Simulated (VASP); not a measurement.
Here is the system:

```yaml
crystal:
  lattice:
    - [2.80953, 0.00000, 0.00000]
    - [0.00000, 2.80953, 0.00000]
    - [0.00000, 0.00000, 2.80953]
  atoms:
    - { symbol: Cr, position: [0.00000, 0.00000, 0.00000], spin: 0.9 }
    - { symbol: Cr, position: [0.50000, 0.50000, 0.50000], spin: -0.9 }
```

Level of theory: PBE GGA with D4 dispersion, VASP's PBE PAW potentials (set 64) (plane waves; VASP). Settings: 520 eV cut-off, 13×13×13 Γ-centred mesh, first-order Methfessel-Paxton smearing of 0.10 eV, potentials Cr_pv.

Question: Give the stress tensor in GPa (positive for a compressed cell).

Answer: 
```
7.24  0.00  0.00
0.00  7.24  0.00
0.00  0.00  7.24
```
The pressure is its mean diagonal, 7.24 GPa.

The compound is Cr in the bcc, AFM order structure. This cell is one point of a volume scan, at 0.97 of the reference volume.
